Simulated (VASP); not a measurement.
Given:

```
HfO2
1.0
    0.00000     2.51046     2.51046
    2.51046     0.00000     2.51046
    2.51046     2.51046     0.00000
Hf O
1 2
Cartesian
  0.00000   0.00000   0.00000
  1.25523   1.25523   1.25523
  3.76569   3.76569   3.76569
```

Computed with PBEsol GGA, VASP's PBE PAW potentials (set 64) (plane waves; VASP). Settings: 600 eV cut-off, 8×8×8 Γ-centred mesh, Gaussian smearing of 0.050 eV, potentials Hf_pv O.

Energy and stress use the plane-wave basis of the starting cell.

Task: The ions, cell shape and volume at an external pressure of 30.0 GPa are relaxed. What does this cell relax into?

Result: 
```
HfO2
1.0
    0.00000     2.43430     2.43430
    2.43430     0.00000     2.43430
    2.43430     2.43430     0.00000
Hf O
1 2
Cartesian
  0.00000   0.00000   0.00000
  1.21715   1.21715   1.21715
  3.65144   3.65144   3.65144
```
Space group Fm-3m (225), at a tolerance of 0.03 Å.

Task: How do energy and volume change from the first to the last step?

Result: The energy (σ→0) changes by +79.6 meV/atom and the volume by -8.8 %, in 5 ionic steps.

```csv
step,E(σ→0) (eV),max force (eV/Å),pressure (GPa),volume (Å³)
1,-31.6419,0.000,-0.34,31.64
2,-28.5402,0.000,157.01,23.35
3,-31.4413,0.000,27.26,29.06
4,-31.4130,0.000,29.41,28.90
5,-31.4031,0.000,30.13,28.85
```

The compound is HfO2 in the fluorite structure, the high-temperature cubic form, which is unstable at 0 K; the monoclinic form is the stable one. This run relaxes it under an external pressure of 30 GPa. Symmetry was kept, so distortions that lower it aren't found.
